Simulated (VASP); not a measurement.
Data:

```
Te
1.0
    2.34927    -4.06906     0.00000
    2.34927     4.06906     0.00000
    0.00000     0.00000     5.77762
Te
3
Direct
  0.00000   0.24746   0.66667
  0.75254   0.75254   0.00000
  0.24746   0.00000   0.33333
```

Method: revPBE GGA, VASP's PBE PAW potentials (set 64) (plane waves; VASP). Run with 520 eV cut-off, 6×6×4 Γ-centred mesh, Gaussian smearing of 0.050 eV, potentials Te.

Problem. The ions and cell shape at fixed volume are relaxed. What does this cell relax into?

Solution. 
```
Te
1.0
    2.32096    -4.02001     0.00000
    2.32096     4.02001     0.00000
    0.00000     0.00000     5.91945
Te
3
Direct
  0.00000   0.25934   0.66667
  0.74066   0.74066   0.00000
  0.25934   0.00000   0.33333
```
Space group P3_121 (152), at a tolerance of 0.03 Å.

Problem. How much energy does the relaxation gain?

Solution. The energy (σ→0) changes by -15.9 meV/atom, in 6 ionic steps.

The compound is Te in the trig structure. This cell is one point of a volume scan, at 0.94 of the reference volume. Symmetry was kept, so distortions that lower it aren't found.
